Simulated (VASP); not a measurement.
VASP ran on this input.

### KPOINTS
```
Automatic mesh
0
Gamma
6 6 6
0 0 0
```

**POSCAR**
```
KF
1
    2.7285000000     0.0000000000     2.7285000000
    0.0000000000     2.7285000000     2.7285000000
    2.7285000000     2.7285000000     0.0000000000
K F
1 1
Direct
  0.0000000000   0.0000000000   0.0000000000
  0.5000000000   0.5000000000   0.5000000000
```

### INCAR
```
SYSTEM = KF
PREC = Accurate
ENCUT = 520
EDIFF = 1E-6
NELM = 100
ALGO = Normal
LREAL = .FALSE.
LASPH = .TRUE.
ISMEAR = 0
SIGMA = 0.05
GGA = PE
LWAVE = .FALSE.
LCHARG = .FALSE.
ISIF = 2
```

POTCAR, in this order: K_sv F (PBE.64 set). Program: vasp_std.

The resulting files:

### standard output
```
 -----------------------------------------------------------------------------
|                                                                             |
|     EEEEEEE  RRRRRR   RRRRRR   OOOOOOO  RRRRRR      ###     ###     ###     |
|     E        R     R  R     R  O     O  R     R     ###     ###     ###     |
|     E        R     R  R     R  O     O  R     R     ###     ###     ###     |
|     EEEEE    RRRRRR   RRRRRR   O     O  RRRRRR       #       #       #      |
|     E        R   R    R   R    O     O  R   R                               |
|     E        R    R   R    R   O     O  R    R      ###     ###     ###     |
|     EEEEEEE  R     R  R     R  OOOOOOO  R     R     ###     ###     ###     |
|                                                                             |
|     ERROR: the triple product of the basis vectors is negative exchange     |
|     two basis vectors                                                       |
|                                                                             |
|       ---->  I REFUSE TO CONTINUE WITH THIS SICK JOB ... BYE!!! <----       |
|                                                                             |
 -----------------------------------------------------------------------------
```

Question: Read the log: what went wrong, and how is it fixed?

Answer: The cause: the lattice vectors form a left-handed set. VASP stops with an error: ERROR: the triple product of the basis vectors is negative exchange two basis vectors ----> I REFUSE TO CONTINUE WITH THIS SICK JOB ... BYE!!! <---- To mend it, correct POSCAR.
File POSCAR:
```
KF
1
    0.0000000000     2.7285000000     2.7285000000
    2.7285000000     0.0000000000     2.7285000000
    2.7285000000     2.7285000000     0.0000000000
K F
1 1
Direct
  0.0000000000   0.0000000000   0.0000000000
  0.5000000000   0.5000000000   0.5000000000
```
The mended run (PBE GGA, plane waves, VASP's PBE PAW potentials (set 64)) converges, and its OSZICAR ends with
```
   1 F= -.82988337E+01 E0= -.82988337E+01  d E =-.661567E-21
```

The compound is KF in the rock salt structure. The cell was not relaxed at this level.
